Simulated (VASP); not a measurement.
Given:

```
CELL_PARAMETERS angstrom
      0.00000     1.95460     1.95460
      1.95460     0.00000     1.95460
      1.95460     1.95460     0.00000
ATOMIC_POSITIONS crystal
  Pd 0.00000 0.00000 0.00000
```

These are rev-vdW-DF2, VASP's PBE PAW potentials (set 64) (plane waves; VASP 6.6.1) values and carry that method's errors. Run with 520 eV cut-off, 18×18×18 Γ-centred mesh, tetrahedra with Blöchl corrections, potentials Pd.

Question: Estimate the energy per atom (σ→0), band gap (on the k-mesh) with the smallest direct gap where there is one.

Answer: 
```yaml
band gap (on the k-mesh): none (metal, semimetal or under 0.01 eV)
energy per atom (σ→0): -2.701 eV/atom
```

Total energies compare only between runs with the same potentials, cut-off and functional.

The compound is Pd in the fcc structure. It was relaxed first.
